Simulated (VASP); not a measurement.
An input for Quantum ESPRESSO's pw.x (written as the equivalent of a VASP run, and not itself run):

```
&CONTROL
  calculation = 'vc-relax'
  pseudo_dir = './pseudo'
  outdir = './out'
  tprnfor = .true.
  tstress = .true.
  nstep = 40
  forc_conv_thr = 0.00078
/
&SYSTEM
  ibrav = 0
  nat = 6
  ntyp = 2
  ecutwfc = 84
  occupations = 'smearing'
  smearing = 'gaussian'
  degauss = 0.003675
  input_dft = 'pbe'
/
&ELECTRONS
  conv_thr = 7.3e-08
  electron_maxstep = 100
/
&IONS
/
&CELL
  press = 200
/
ATOMIC_SPECIES
  Ti 47.867 Ti.upf
  O 15.999 O.upf
CELL_PARAMETERS angstrom
     4.5639041    0.0000000    0.0000000
     0.0000000    4.5639041    0.0000000
     0.0000000    0.0000000    2.9403550
ATOMIC_POSITIONS crystal
  Ti   0.0000000  0.0000000  0.0000000
  Ti   0.5000000  0.5000000  0.5000000
  O    0.3034928  0.3034928  0.0000000
  O    0.8034928  0.1965072  0.5000000
  O    0.1965072  0.8034928  0.5000000
  O    0.6965072  0.6965072  0.0000000
K_POINTS automatic
  5 5 8 0 0 0
```

### Question
Write the VASP files for the same calculation (PBE).

### Answer
This is not unique; one that fits is 
**INCAR**
```
! general
SYSTEM  = TiO2
PREC    = Accurate
ENCUT   = 620
LREAL   = F
LASPH   = T

! electronic loop
EDIFF   = 1E-6
NELM    = 100
ALGO    = Normal
LMAXMIX = 4

! smearing
ISMEAR  = 0
SIGMA   = 0.05

! functional
GGA     = PE

! ions
IBRION  = 2
NSW     = 40
ISIF    = 3
EDIFFG  = -0.02
PSTRESS = 200

! output
LWAVE   = F
LCHARG  = F
```

POSCAR:
```
TiO2
1.0
  4.5639040659   0.0000000000   0.0000000000
  0.0000000000   4.5639040659   0.0000000000
  0.0000000000   0.0000000000   2.9403550401
Ti O
2 4
Cartesian
  0.0000000000   0.0000000000   0.0000000000
  2.2819520330   2.2819520330   1.4701775201
  1.3851118171   1.3851118171   0.0000000000
  3.6670638501   0.8968402158   1.4701775201
  0.8968402158   3.6670638501   1.4701775201
  3.1787922488   3.1787922488   0.0000000000
```

KPOINTS:
```
Automatic mesh
0
gamma
  5 5 8
```

POTCAR, in this order: Ti_sv O (PBE.64 set). Program: vasp_std.

The two are equivalent in intent, not identical: the potentials are each code's own (VASP's PAW set, PseudoDojo norm-conserving files in pw.x), so ENCUT and ecutwfc are chosen apart and not converted; conv_thr bounds pw.x's estimated SCF error, while EDIFF bounds the energy change between steps; forc_conv_thr acts on force components and is met together with etot_conv_thr.

The compound is TiO2 in the rutile structure. This run relaxes it under an external pressure of 20 GPa. Symmetry was kept, so distortions that lower it aren't found.
